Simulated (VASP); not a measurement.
Level of theory: r2SCAN+rVV10, VASP's PBE PAW potentials (set 64) (plane waves; VASP 6.6.1).

VASP ran on this input.

### KPOINTS
```
K-points
0
Gamma
  10 10 10
0 0 0
```

### POSCAR
```
CoSi2
3.714980
  0.0000000000   0.7071067128   0.7071067128
  0.7071067128   0.0000000000   0.7071067128
  0.7071067128   0.7071067128   0.0000000000
Co Si
1 2
Cart
  0.0000000000   0.0000000000   0.0000000000
  0.3535533564   0.3535533564   0.3535533564
  1.0606600692   1.0606600692   1.0606600692
```

INCAR:
```
SYSTEM = CoSi2
PREC = Accurate
ENCUT = 520
EDIFF = 1E-7
NELM = 100
ALGO = Normal
LREAL = .FALSE.
LASPH = .TRUE.
ISMEAR = 1
SIGMA = 0.1
METAGGA = R2SCAN
LUSE_VDW = .TRUE.
BPARAM = 11.95
CPARAM = 0.0093
LMIXTAU = .TRUE.
LMAXMIX = 4
LWAVE = .FALSE.
LCHARG = .FALSE.
ISIF = 2
```

POTCAR, in this order: Co Si (PBE.64 set). Program: vasp_std.

What VASP printed:

File OUTCAR:
```
 ion  position               nearest neighbor table
   1  0.000  0.000  0.000-   3 2.27   2 2.27   3 2.27   2 2.27   3 2.27   3 2.27   2 2.27   2 2.27
  LATTYP: Found a face centered cubic cell.
 ALAT       =     5.2537745920
 Subroutine PRICEL returns:
 Original cell was already a primitive cell.
 Subroutine GETGRP returns: Found 48 space group operations
The static configuration has the point symmetry O_h .
The dynamic configuration has the point symmetry O_h .
 Subroutine INISYM returns: Found 48 space group operations
 Subroutine IBZKPT returns following result:
 Found     47 irreducible k-points:

 Following reciprocal coordinates:
            Coordinates               Weight
  0.000000  0.000000  0.000000      1.000000
  0.100000  0.000000  0.000000      8.000000
  0.200000  0.000000  0.000000      8.000000
  0.300000  0.000000  0.000000      8.000000
  0.400000  0.000000  0.000000      8.000000
  0.500000  0.000000  0.000000      4.000000
  0.100000  0.100000  0.000000      6.000000
  0.200000  0.100000  0.000000     24.000000
  0.300000  0.100000  0.000000     24.000000
  0.400000  0.100000  0.000000     24.000000
  0.500000  0.100000  0.000000     24.000000
 -0.400000  0.100000  0.000000     24.000000
 -0.300000  0.100000  0.000000     24.000000
 -0.200000  0.100000  0.000000     24.000000
 -0.100000  0.100000  0.000000     12.000000
  0.200000  0.200000  0.000000      6.000000
  0.300000  0.200000  0.000000     24.000000
  0.400000  0.200000  0.000000     24.000000
  0.500000  0.200000  0.000000     24.000000
 -0.400000  0.200000  0.000000     24.000000
 -0.300000  0.200000  0.000000     24.000000
 -0.200000  0.200000  0.000000     12.000000
  0.300000  0.300000  0.000000      6.000000
  0.400000  0.300000  0.000000     24.000000
  0.500000  0.300000  0.000000     24.000000
 -0.400000  0.300000  0.000000     24.000000
 -0.300000  0.300000  0.000000     12.000000
  0.400000  0.400000  0.000000      6.000000
  0.500000  0.400000  0.000000     24.000000
 -0.400000  0.400000  0.000000     12.000000
  0.500000  0.500000  0.000000      3.000000
  0.300000  0.200000  0.100000     24.000000
  0.400000  0.200000  0.100000     48.000000
  0.500000  0.200000  0.100000     48.000000
 -0.400000  0.200000  0.100000     24.000000
  0.400000  0.300000  0.100000     24.000000
  0.500000  0.300000  0.100000     48.000000
 -0.400000  0.300000  0.100000     48.000000
 -0.300000  0.300000  0.100000     48.000000
 -0.200000  0.300000  0.100000     24.000000
   k-points           NKPTS =     47   k-points in BZ     NKDIM =     47   number of bands    NBANDS=     12
   number of dos      NEDOS =    301   number of ions     NIONS =      3
   total plane-waves  NPLWV =  21952
   dimension x,y,z NGX =    28 NGY =   28 NGZ =   28
   dimension x,y,z NGXF=    56 NGYF=   56 NGZF=   56
   ions per type =               1   2
   PREC   = accura    normal or accurate (medium, high low for compatibility)
   ISTART =      0    job   : 0-new  1-cont  2-samecut
   ICHARG =      2    charge: 1-file 2-atom 10-const
   ISPIN  =      1    spin polarized calculation?
   LNONCOLLINEAR =      F non collinear calculations
   LSORBIT =      F    spin-orbit coupling
   INIWAV =      1    electr: 0-lowe 1-rand  2-diag
   ENCUT  =  520.0 eV  38.22 Ry    6.18 a.u.   6.91  6.91  6.91*2*pi/ulx,y,z
   NELM   =    100;   NELMIN=  2; NELMDL= -5     # of ELM steps
   EDIFF  = 0.1E-06   stopping-criterion for ELM
   LREAL  =      F    real-space projection
   NLSPLINE    = F    spline interpolate recip. space projectors
   LMAXMIX     =    4 max onsite mixed and CHGCAR
   VOSKOWN=      0    Vosko Wilk Nusair interpolation
...
```

**OSZICAR**
```
       N       E                     dE             d eps       ncg     rms          rms(c)
DAV:   1     0.629702927769E+02    0.62970E+02   -0.73765E+03  1128   0.143E+03
DAV:   2    -0.308037722576E+02   -0.93774E+02   -0.87222E+02  1140   0.267E+02
DAV:   3    -0.353595957379E+02   -0.45558E+01   -0.43456E+01  1440   0.705E+01
DAV:   4    -0.354607653278E+02   -0.10117E+00   -0.10076E+00  1360   0.977E+00
DAV:   5    -0.354638125908E+02   -0.30473E-02   -0.30465E-02  1468   0.182E+00    0.168E+01
DAV:   6    -0.363894119732E+02   -0.92560E+00   -0.44179E+01  1328   0.149E+02    0.174E+01
DAV:   7    -0.316699461385E+02    0.47195E+01   -0.15695E+01  1468   0.108E+02    0.481E+00
DAV:   8    -0.317188285793E+02   -0.48882E-01   -0.12755E+00  1712   0.149E+01    0.334E+00
DAV:   9    -0.316902264643E+02    0.28602E-01   -0.35484E-01  1396   0.138E+01    0.715E-01
DAV:  10    -0.316947498708E+02   -0.45234E-02   -0.10933E-02  1216   0.107E+00    0.531E-01
DAV:  11    -0.316928614523E+02    0.18884E-02   -0.42430E-03  1508   0.137E+00    0.867E-02
DAV:  12    -0.316934775581E+02   -0.61611E-03   -0.10307E-03  1200   0.350E-01    0.341E-02
DAV:  13    -0.316937039343E+02   -0.22638E-03   -0.18669E-04  1260   0.169E-01    0.157E-02
DAV:  14    -0.316936849790E+02    0.18955E-04   -0.16996E-05  1408   0.745E-02    0.615E-03
DAV:  15    -0.316937060181E+02   -0.21039E-04   -0.38542E-06  1220   0.272E-02    0.396E-03
DAV:  16    -0.316936980689E+02    0.79492E-05   -0.81394E-07  1440   0.187E-02    0.791E-04
DAV:  17    -0.316937009387E+02   -0.28698E-05   -0.17731E-07   792   0.998E-03    0.144E-03
DAV:  18    -0.316936976278E+02    0.33109E-05   -0.14242E-07   636   0.965E-03    0.359E-04
DAV:  19    -0.316936984158E+02   -0.78806E-06   -0.11381E-08   620   0.199E-03    0.136E-04
DAV:  20    -0.316936983578E+02    0.58030E-07   -0.26936E-09   612   0.644E-04
   1 F= -.31693698E+02 E0= -.31693654E+02  d E =-.132088E-03
```

File OUTCAR:
```
------------------------ aborting loop because EDIFF is reached ----------------------------------------
  FORCE on cell =-STRESS in cart. coord.  units (eV):
  Direction    XX          YY          ZZ          XY          YZ          ZX
  --------------------------------------------------------------------------------------
  Total        1.4750145      1.4750145      1.4750145     -0.0000000      0.0000000      0.0000000
  in kB       65.1857334     65.1857334     65.1857334     -0.0000000      0.0000000      0.0000000
  external PRESSURE =      65.1857334 kB  Pullay stress =       0.0000000 kB
  volume of cell :       36.25
      direct lattice vectors                 reciprocal lattice vectors
     0.000000000  2.626887296  2.626887296    -0.190339342  0.190339342  0.190339342
     2.626887296  0.000000000  2.626887296     0.190339342 -0.190339342  0.190339342
     2.626887296  2.626887296  0.000000000     0.190339342  0.190339342 -0.190339342
 POSITION                                       TOTAL-FORCE (eV/Angst)
 -----------------------------------------------------------------------------------
      0.00000      0.00000      0.00000         0.000000      0.000000      0.000000
      1.31344      1.31344      1.31344         0.000000      0.000000     -0.000000
      3.94033      3.94033      3.94033        -0.000000     -0.000000      0.000000
 -----------------------------------------------------------------------------------
    total drift:                               -0.000000     -0.000000      0.000000
  FREE ENERGIE OF THE ION-ELECTRON SYSTEM (eV)
  ---------------------------------------------------
  free  energy   TOTEN  =       -31.6936983578 eV

  energy  without entropy=      -31.6935662699  energy(sigma->0) =      -31.69365433
```
(Selected blocks of OUTCAR.)

### OUTCAR
```
 val. band max:       10.7381609402   @ k =   0.3000   0.2000   0.1000

 cond. band min:      10.7797555161   @ k =  -0.2000   0.3000   0.1000


 Fermi energy:        10.7657793361

 k-point     1 :       0.0000    0.0000    0.0000
  band No.  band energies     occupation
      1      -3.4745      2.00000
      2       6.2531      2.00000
      3       6.2531      2.00000
      4       6.2531      2.00000
      5       8.5634      2.00000
      6       8.5634      2.00000
      7      12.6812     -0.00000
      8      14.3879      0.00000
      9      14.3879      0.00000
     10      14.3879      0.00000
     11      14.6572      0.00000
     12      14.6572      0.00000

 k-point     2 :       0.1000    0.0000    0.0000
  band No.  band energies     occupation
      1      -3.3074      2.00000
      2       5.8990      2.00000
      3       6.3127      2.00000
      4       6.3127      2.00000
      5       8.5152      2.00000
      6       8.5152      2.00000
      7      12.1780     -0.00000
      8      13.2304      0.00000
      9      13.5399      0.00000
     10      13.5399      0.00000
     11      15.5485      0.00000
     12      15.5485      0.00000

 k-point     3 :       0.2000    0.0000    0.0000
  band No.  band energies     occupation
      1      -2.8105      2.00000
      2       4.9391      2.00000
      3       6.4677      2.00000
      4       6.4677      2.00000
      5       8.4301      2.00000
      6       8.4301      2.00000
      7      10.5323      2.00468
      8      12.5775     -0.00000
      9      12.5776     -0.00000
     10      13.7034      0.00000
     11      15.4270      0.00000
     12      15.4270      0.00000

 k-point     4 :       0.3000    0.0000    0.0000
  band No.  band energies     occupation
      1      -1.9993      2.00000
      2       3.5727      2.00000
      3       6.6420      2.00000
      4       6.6420      2.00000
      5       8.4539      2.00000
      6       8.4539      2.00000
...
```

The compound is CoSi2 in the fluorite structure. This cell is one point of a volume scan, at 0.97 of the reference volume. The run is not spin-polarised, so no magnetic state was tried. The electron count is odd and the run is not spin-polarised, which forces a metal.
